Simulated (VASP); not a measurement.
Runs of VASP 6.6.1 on SnC2. It takes space group I4/mmm (No. 139, tetragonal). Conventional cell: a = 3.941 Å, b = 3.941 Å, c = 6.466 Å, α = 90.00°, β = 90.00°, γ = 90.00°. Sn (site symmetry 4/mmm) is surrounded by 10 C at 2.60 to 2.86 Å. C (site symmetry 4mm) is surrounded by 1 C at 1.26 Å. The cell comes from a database or a generator and needn't be the stable form of this composition.

```tsv
task	cell	k mesh	cutoff (eV)	smearing	gap on the mesh (eV)	pressure (GPa)	relaxed volume (Å³/atom)	largest force (eV/Å)
single point	I4/mmm, 16.74 Å³/atom	8 × 8 × 8	520	gaussian 0.1 eV	0.26	0.2	-	(b)
relaxation of cell and atoms	relaxed	8 × 8 × 8	600	gaussian 0.1 eV	0.28	0.0	16.77	0.01
relaxation of cell and atoms	relaxed from: cell and atoms relaxed tightly for response	12 × 12 × 12	600	gaussian 0.01 eV	0.23	0.0	(a)	-
single point	cell and atoms relaxed tightly for response	12 × 12 × 12	520	gaussian 0.01 eV	0.23	0.2	-	0.09
```

Alike in all rows: level LDA; potentials or basis VASP PAW LDA potentials, release 64 (Sn_d, C); no spin polarisation.

Question: Estimate the missing entries.

Answer: (a) 16.75; (b) 0.05.

Caveats: spin-orbit coupling is left out, which moves the levels of the heavy elements; the standard files for N, O and F lose accuracy on very short bonds (some runs); the volume moved by over 15 % at a fixed basis, so the end points are rough (some runs).

A k mesh can miss the band edges, and the runs leave out spin-orbit coupling on Sn.
